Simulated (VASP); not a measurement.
Here is a VASP 6.6.1 calculation.

File INCAR:

```
PREC     = Accurate       # precision mode
ENCUT    = 520            # plane-wave cutoff, eV
EDIFF    = 1E-7           # SCF threshold, eV
ISMEAR   = 0              # smearing method
SIGMA    = 0.01           # smearing width, eV
LREAL    = F              # projectors in reciprocal space
LASPH    = T              # aspherical terms in the spheres
NELM     = 80             # most SCF steps
ALGO     = Fast           # electronic algorithm
ISIF     = 2              # what is computed and relaxed
LWAVE    = F              # write WAVECAR
LCHARG   = F              # write CHGCAR
GGA      = PE             # functional
NBANDS   = 22             # bands
```

File KPOINTS:

```
regular mesh
0
Gamma
  1 1 1
```

POSCAR

```
InH2ClO
1.0
   13.0000000000      0.0000000000      0.0000000000
    0.0000000000     13.0000000000      0.0000000000
    0.0000000000      0.0000000000     11.0000000000
O In Cl H
1 1 1 2
Direct
    0.4060190000      0.5041360000      0.4345060000
    0.5494600000      0.5242400000      0.4969460000
    0.6086880000      0.3695530000      0.5736880000
    0.3809130000      0.4288590000      0.4475160000
    0.6171790000      0.6354150000      0.4887700000
```

Potentials or basis: VASP PAW PBE potentials, release 64 (O, In_d, Cl, H).

Command:

```console
$ cat potpaw_PBE.64/O/POTCAR potpaw_PBE.64/In_d/POTCAR potpaw_PBE.64/Cl/POTCAR potpaw_PBE.64/H/POTCAR > POTCAR
$ mpirun -np 1 vasp_gam > vasp.out
```

Q: Predict the largest force.

A: 2.602 eV/Å.

Q: What does it give for the gap between the frontier levels?

A: 4.62 eV.

Forces on the atoms (eV/Å):
```
O   -0.861 -2.308  0.319
In  -0.274  0.275 -0.252
Cl   0.207 -0.440  0.220
H    0.908  2.419 -0.309
H    0.020  0.054  0.023
```

Caveat: spin-orbit coupling is left out, which moves the levels of the heavy elements.
